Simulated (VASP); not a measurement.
Consider the following.

```xyz
4
Lattice="3.9203 0.0000 0.0000 -1.9602 3.3951 0.0000 0.0000 0.0000 5.3518" Properties=species:S:1:pos:R:3 pbc="T T T"
Mo     0.0000     2.2634     5.2076
Mo     1.9602     1.1317     2.5317
S      0.0000     2.2634     2.1511
S      1.9602     1.1317     4.8270
```

The numbers are results of PBEsol GGA, VASP's PBE PAW potentials (set 64) (plane waves; VASP), not measurements. Numerical set-up: 400 eV cut-off, 10×10×7 Γ-centred mesh, tetrahedra with Blöchl corrections, potentials Mo_sv S.

Task: Estimate the energy per atom (σ→0), band gap (on the k-mesh) with the smallest direct gap where there is one.

Result: 
| Item | Value |
|---|---|
| band gap (on the k-mesh) | none (metal, semimetal or under 0.01 eV) |
| energy per atom (σ→0) | -8.031 eV/atom |

The absolute energy has meaning only against runs of the same code, potentials and settings.

The structure was generated: MoS was put into the wurtzite type (P6_3mc), which need not be its known phase. It was relaxed first, which changed the volume by -33 %.
